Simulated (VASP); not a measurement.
# NiGe2O3 (P6/mmm) in VASP: relaxation of cell and atoms with PBE

Aim: the relaxation of cell and atoms of NiGe2O3 with PBE.

Everything below comes from runs of VASP 6.6.1. Logs are shortened: lines on timing, memory, paths and dates and some standing lists are left out, and cuts for length are marked.

## 1. The structure

Symmetry: P6/mmm, No. 191, hexagonal system. The conventional cell has a = 4.918 Å, b = 4.918 Å, c = 3.706 Å, α = 90.00°, β = 90.00°, γ = 120.00°. Around Ni (site symmetry 6/mmm) lie 6 Ge at 2.84 Å and 12 O at 3.08 Å. Around Ge (site symmetry -6m2) lie 6 O at 2.33 Å. O (site symmetry mmm) has 4 Ge at 2.33 Å and 4 O at 2.46 Å as nearest neighbours.

The cell was built by a generator and needn't be a form met in nature.

## 2. Relaxation of cell and atoms, PBE, collinear spin, ferromagnetic start

The input, INCAR:

```
  PREC = Normal
  ENCUT = 520
  EDIFF = 1E-4
  ISMEAR = 0
  SIGMA = 0.15
  LREAL = F
  LASPH = T
  NELM = 60
  ALGO = Fast
  ISIF = 3
  LWAVE = F
  LCHARG = F
  ISPIN = 2
  MAGMOM = 1 0 0 0 0 0
  LORBIT = 11
  LMAXMIX = 4
  GGA = PE
  IBRION = 2
  NSW = 24
  EDIFFG = -0.08
```

The input, KPOINTS:

```
Automatic mesh
0
Gamma
  3 3 4
```

The input, POSCAR:

```
NiGe2O3
1.0
    4.9183692900      0.0000000000      0.0000000000
   -2.4591846500      4.2594327500      0.0000000000
    0.0000000000      0.0000000000      3.7064750200
Ni Ge O
1 2 3
Direct
    0.0000000000      0.0000000000      0.0000000000
    0.6666666700      0.3333333300      0.0000000000
    0.3333333300      0.6666666700      0.0000000000
    0.5000000000      0.0000000000      0.5000000000
    0.5000000000      0.5000000000      0.5000000000
    0.0000000000      0.5000000000      0.5000000000
```

Potentials or basis: VASP PAW PBE potentials, release 64 (Ni, Ge_d, O).

On the command line:

```
$ cat potpaw_PBE.64/Ni/POTCAR potpaw_PBE.64/Ge_d/POTCAR potpaw_PBE.64/O/POTCAR > POTCAR
$ mpirun -np 1 vasp_std > vasp.out
```

OUTCAR:

```text
PREC = Normal
   ENCUT = 520
   EDIFF = 1E-4
   ISMEAR = 0
   LREAL = F
   LASPH = T
   NELM = 60
   ISIF = 3
   ISPIN = 2
   LORBIT = 11
   GGA = PE
   IBRION = 2
   NSW = 24
   EDIFFG = -0.08

 ion  position               nearest neighbor table
   1  0.000  0.000  0.000-   2 2.84   3 2.84   2 2.84   3 2.84   2 2.84   3 2.84
   2  0.667  0.333  0.000-   6 2.33   6 2.33   4 2.33   4 2.33   5 2.33   5 2.33   3 2.84   3 2.84
                             1 2.84   1 2.84   1 2.84   3 2.84
   3  0.333  0.667  0.000-   6 2.33   6 2.33   4 2.33   4 2.33   5 2.33   5 2.33   2 2.84   2 2.84
                             1 2.84   1 2.84   1 2.84   2 2.84
   4  0.500  0.000  0.500-   2 2.33   3 2.33   2 2.33   3 2.33
   5  0.500  0.500  0.500-   2 2.33   3 2.33   2 2.33   3 2.33
   6  0.000  0.500  0.500-   2 2.33   3 2.33   2 2.33   3 2.33

  LATTYP: Found a hexagonal cell.
 ALAT       =     4.9183692900
 C/A-ratio  =     0.7535983578

  Lattice vectors:

 A1 = (   4.9183692900,   0.0000000000,   0.0000000000)
 A2 = (  -2.4591846500,   4.2594327500,   0.0000000000)
 A3 = (   0.0000000000,   0.0000000000,   3.7064750200)

Analysis of symmetry for initial positions (statically):
=====================================================================
 Subroutine PRICEL returns:
 Original cell was already a primitive cell.

 Routine SETGRP: Setting up the symmetry group for a
 hexagonal supercell.

 Subroutine GETGRP returns: Found 24 space group operations
 (whereof 24 operations were pure point group operations)
 out of a pool of 24 trial point group operations.

The static configuration has the point symmetry D_6h.

Analysis of symmetry for dynamics (positions and initial velocities):
=====================================================================
 Subroutine PRICEL returns:
 Original cell was already a primitive cell.

 Routine SETGRP: Setting up the symmetry group for a
 hexagonal supercell.

 Subroutine GETGRP returns: Found 24 space group operations
 (whereof 24 operations were pure point group operations)
 out of a pool of 24 trial point group operations.

The dynamic configuration has the point symmetry D_6h.

Analysis of structural, dynamic, and magnetic symmetry:
=====================================================================
 Subroutine PRICEL returns:
 Original cell was already a primitive cell.

 Routine SETGRP: Setting up the symmetry group for a
 hexagonal supercell.

 Subroutine GETGRP returns: Found 24 space group operations
 (whereof 24 operations were pure point group operations)
 out of a pool of 24 trial point group operations.

The overall configuration has the point symmetry D_6h.

 Subroutine INISYM returns: Found 24 space group operations
 (whereof 24 operations are pure point group operations),
 and found     1 'primitive' translations

----------------------------------------------------------------------------------------

                                     Primitive cell

  volume of cell :      77.6487

  direct lattice vectors                    reciprocal lattice vectors
     4.918369290  0.000000000  0.000000000     0.203319422  0.117386523  0.000000000
    -2.459184650  4.259432750  0.000000000     0.000000000  0.234773046  0.000000000
     0.000000000  0.000000000  3.706475020     0.000000000  0.000000000  0.269798122

  length of vectors
     4.918369290  4.918369292  3.706475020     0.234773046  0.234773046  0.269798122

  position of ions in fractional coordinates (direct lattice)
     0.000000000  0.000000000  0.000000000
     0.666666670  0.333333330  0.000000000
     0.333333330  0.666666670  0.000000000
     0.500000000  0.000000000  0.500000000
     0.500000000  0.500000000  0.500000000
     0.000000000  0.500000000  0.500000000

  ion indices of the primitive-cell ions
   primitive index   ion index
                 1           1
                 2           2
                 3           3
                 4           4
                 5           5
                 6           6

----------------------------------------------------------------------------------------

 KPOINTS: Automatic mesh

Automatic generation of k-mesh.
 Grid dimensions read from file:
 generate k-points for:    3    3    4

 Generating k-lattice:

  Cartesian coordinates                     Fractional coordinates (reciprocal lattice)
     0.067773141  0.039128841  0.000000000     0.333333333 -0.000000000  0.000000000
     0.000000000  0.078257682  0.000000000     0.000000000  0.333333333  0.000000000
     0.000000000  0.000000000  0.067449531     0.000000000  0.000000000  0.250000000

  Length of vectors
     0.078257682  0.078257682  0.067449531

  Shift w.r.t. Gamma in fractional coordinates (k-lattice)
     0.000000000  0.000000000  0.000000000

 Subroutine IBZKPT returns following result:
 ===========================================

 Found      9 irreducible k-points:

 Following reciprocal coordinates:
            Coordinates               Weight
  0.000000  0.000000  0.000000      1.000000
  0.333333 -0.000000  0.000000      6.000000
  0.333333  0.333333  0.000000      2.000000
  0.000000  0.000000  0.250000      2.000000
  0.333333 -0.000000  0.250000     12.000000
  0.333333  0.333333  0.250000      4.000000
  0.000000  0.000000  0.500000      1.000000
  0.333333 -0.000000  0.500000      6.000000
  0.333333  0.333333  0.500000      2.000000
   k-points           NKPTS =      9   k-points in BZ     NKDIM =      9   number of bands    NBANDS=     34
   number of dos      NEDOS =    301   number of ions     NIONS =      6
   total plane-waves  NPLWV =  18816
   dimension x,y,z NGX =    28 NGY =   28 NGZ =   24
   dimension x,y,z NGXF=    56 NGYF=   56 NGZF=   48
   ions per type =               1   2   3
   NGX,Y,Z   is equivalent  to a cutoff of   9.46,  9.46, 10.76 a.u.
   NGXF,Y,Z  is equivalent  to a cutoff of  18.93, 18.93, 21.53 a.u.
 SYSTEM =  unknown system
   PREC   = normal    normal or accurate (medium, high low for compatibility)
   ISTART =      0    job   : 0-new  1-cont  2-samecut
   ICHARG =      2    charge: 1-file 2-atom 10-const
   ISPIN  =      2    spin polarized calculation?
   LNONCOLLINEAR =      F non collinear calculations
   LSORBIT =      F    spin-orbit coupling
   LASPH  =      T    aspherical Exc in radial PAW
   ENCUT  =  520.0 eV  38.22 Ry    6.18 a.u.   9.14  9.14  6.89*2*pi/ulx,y,z
   NELM   =     60;   NELMIN=  2; NELMDL= -5     # of ELM steps
   EDIFF  = 0.1E-03   stopping-criterion for ELM
   LREAL  =      F    real-space projection
   EDIFFG = -.8E-01   stopping-criterion for IOM
   NSW    =     24    number of steps for IOM
   IBRION =      2    ionic relax: 0-MD 1-quasi-New 2-CG
   NFREE  =      1    steps in history (QN), initial steepest desc. (CG)
   ISIF   =      3    stress and relaxation
   ISYM   =      2    0-nonsym 1-usesym 2-fastsym
   POTIM  = 0.5000    time-step for ionic-motion
   TEBEG  =    0.0;   TEEND  =   0.0 temperature during run
   PSTRESS=    0.0 pullay stress
   NELECT =      56.0000    total number of electrons
   NUPDOWN=      -1.0000    fix difference up-down
   EMIN   =  10.00;   EMAX   =-10.00  energy-range for DOS
   EFERMI =   0.00;   METHOD = LEGACY
   ISMEAR =     0;   SIGMA  =   0.15  broadening in eV -4-tet -1-fermi 0-gaus
   EFERMI_NEDOS =   21; number of points for ismear=-14 and -15
   IALGO  =     68    algorithm
   IMIX   =      4    mixing-type and parameters
     AMIX     =   0.40;   BMIX     =  1.00
     AMIX_MAG =   1.60;   BMIX_MAG =  1.00
  volume/ion in A,a.u.               =      12.94        87.33
  Fermi-wavevector in a.u.,A,eV,Ry     =   1.468113  2.774331 29.325400  2.155356
  Thomas-Fermi vector in A             =   2.583650
   LORBIT       =     11    0 simple, 1 ext, 2 COOP (PROOUT), +10 PAW based schemes
   GGA     = PE    functional components
   LHFCALC =     F    Hartree Fock is set to
   AEXX    =    0.0000 exact exchange contribution
   IVDW    =     0    specifies the selected vdW correction
   LEPSILON=     F    determine dielectric tensor
   LRPA    =     F    only Hartree local field effects (RPA)
 conjugate gradient relaxation of ions
 spin polarized calculation
 RMM-DIIS sequential band-by-band and
 Gauss-broadening in eV      SIGMA  =   0.15
  energy-cutoff  :      520.00
  volume of cell :       77.65
 maximum number of plane-waves:      2112
   NGX = 19   NGY = 19   NGZ = 13

--------------------------------------- Ionic step        1  -------------------------------------------

 number of electron      55.9999939 magnetization       1.5265191

 Free energy of the ion-electron system (eV)
  ---------------------------------------------------
  ext. energy  EPLUGINS =         0.00000000
  ---------------------------------------------------
  free energy    TOTEN  =       -26.67493034 eV

  energy without entropy =      -26.62630148  energy(sigma->0) =      -26.65061591

------------------------ aborting loop because EDIFF is reached ----------------------------------------

  FORCE on cell =-STRESS in cart. coord.  units (eV):
  Direction    XX          YY          ZZ          XY          YZ          ZX
  --------------------------------------------------------------------------------------
  -------------------------------------------------------------------------------------
  Total        3.3843878      3.3843878    -13.1677174     -0.0000000      0.0000000      0.0000000
  in kB       69.8323603     69.8323602   -271.6984141     -0.0000001      0.0000000      0.0000000
  external PRESSURE =     -44.0112312 kB  Pullay stress =       0.0000000 kB
[... 315 lines left out ...]
--------------------------------------- Ionic step        9  -------------------------------------------

 number of electron      55.9999984 magnetization       0.0018220

 number of electron      55.9999984 magnetization      -0.0009696

 Free energy of the ion-electron system (eV)
  ---------------------------------------------------
  ext. energy  EPLUGINS =         0.00000000
  ---------------------------------------------------
  free energy    TOTEN  =       -30.31211112 eV

  energy without entropy =      -30.25816952  energy(sigma->0) =      -30.28514032

 E-fermi :   6.1582     XC(G=0): -11.3819

 val. band max:        6.0719013758   @ k =   0.3333   0.3333   0.0000
 cond. band min:       6.2889297965   @ k =   0.3333  -0.0000   0.2500
 fundamental gap:      0.2170284206
 Fermi energy:         6.1582057775

 spin component 1

 k-point     1 :       0.0000    0.0000    0.0000
  band No.  band energies     occupation
      1     -19.2421      1.00000
      2     -19.2155      1.00000
      3     -19.1894      1.00000
      4     -19.1894      1.00000
      5     -19.1370      1.00000
      6     -19.1370      1.00000
[... 322 lines left out ...]
     33      10.3998      0.00000
     34      10.9321      0.00000
 Fermi energy:         6.1582057775

 spin component 2

 k-point     1 :       0.0000    0.0000    0.0000
  band No.  band energies     occupation
      1     -19.2421      1.00000
      2     -19.2155      1.00000
      3     -19.1894      1.00000
      4     -19.1894      1.00000
      5     -19.1370      1.00000
      6     -19.1370      1.00000
[... 355 lines left out ...]
  FREE ENERGIE OF THE ION-ELECTRON SYSTEM (eV)
  ---------------------------------------------------
  free  energy   TOTEN  =       -30.3121111170 eV

  energy  without entropy=      -30.2581695158  energy(sigma->0) =      -30.28514032

 reached required accuracy - stopping structural energy minimisation

 total charge

# of ion       s       p       d       tot
------------------------------------------
    1        0.242   0.085   8.531   8.858
    2        1.215   0.764  10.155  12.133
    3        1.215   0.764  10.155  12.133
    4        1.602   3.346   0.000   4.948
    5        1.602   3.346   0.000   4.948
    6        1.602   3.346   0.000   4.948
--------------------------------------------------
tot          7.478  11.651  28.840  47.969

 magnetization (x)

# of ion       s       p       d       tot
------------------------------------------
    1        0.000  -0.000  -0.002  -0.002
    2       -0.000   0.000  -0.000   0.000
    3       -0.000   0.000  -0.000   0.000
    4        0.000   0.000   0.000   0.000
    5        0.000   0.000   0.000   0.000
    6        0.000   0.000   0.000   0.000
--------------------------------------------------
tot          0.000   0.000  -0.002  -0.002
```

Wall time 4.4 min (1 thread of Intel Xeon Platinum 8259CL at 2.50GHz (Skylake/Cascade Lake), shared host); peak memory 0.19 GiB.

What came out:

| Quantity | Value |
| --- | --- |
| Free energy | -30.3121 eV |
| Relaxed volume | 12.29 Å³/atom |
| Relaxed cell | a = 5.439 Å, b = 5.439 Å, c = 2.879 Å, α = 90.00°, β = 90.00°, γ = 120.00° |
| Space group after relaxing (to 0.05 Å) | P6/mmm (No. 191) |
| Energy gained by relaxing | 606.2 meV/atom |
| Ionic steps | 9 |
| Pressure after relaxing | 0.0 GPa |
| Band gap on the k mesh | none (metal or under the smearing width) |
| Net moment | 0.00 μB per cell |
| Valence electrons inside the program's atomic spheres | Ni 8.86; Ge 12.13; O 4.95 |

Stress tensor (GPa, compression positive):
```
-0.01  0.00  0.00
 0.00 -0.01  0.00
 0.00  0.00  0.16
```

Step by step:
| step | energy change (eV) | largest force (eV/Å) | pressure (GPa) | volume (Å³) |
| --- | --- | --- | --- | --- |
| 1 | 0.0000 | 0.0000 | -4.40 | 77.65 |
| 2 | -1.9957 | 0.0000 | -4.58 | 73.26 |
| 3 | -3.3734 | 0.0000 | 10.70 | 67.06 |
| 4 | -3.5720 | 0.0000 | 1.27 | 74.57 |
| 5 | -3.6015 | 0.0000 | 3.45 | 72.76 |
| 6 | -3.6133 | 0.0000 | -2.12 | 75.72 |
| 7 | -3.6354 | 0.0000 | -1.00 | 74.27 |
| 8 | -3.6352 | 0.0000 | -0.64 | 74.23 |
| 9 | -3.6372 | 0.0000 | 0.05 | 73.76 |

Final structure:
```yaml
crystal:
  lattice:
    - [5.43879, 0.00000, 0.00000]
    - [-2.71940, 4.71013, 0.00000]
    - [0.00000, 0.00000, 2.87912]
  atoms:
    - { symbol: Ni, position: [0.00000, 0.00000, 0.00000] }
    - { symbol: Ge, position: [0.66667, 0.33333, 0.00000] }
    - { symbol: Ge, position: [0.33333, 0.66667, 0.00000] }
    - { symbol: O, position: [0.50000, 0.00000, 0.50000] }
    - { symbol: O, position: [0.50000, 0.50000, 0.50000] }
    - { symbol: O, position: [0.00000, 0.50000, 0.50000] }
```

Caveat: the k mesh is coarse (spacing up to 0.49 Å⁻¹), so the values aren't converged; semilocal functionals often make such compounds metallic where correlation or magnetic order opens a gap, which also shifts bond lengths; the relaxation stopped at a loose force limit of 0.08 eV/Å, so its end isn't a converged minimum. With open d or f shells a metallic result of PBE can be an artefact of self-interaction; +U or a hybrid may open a gap.
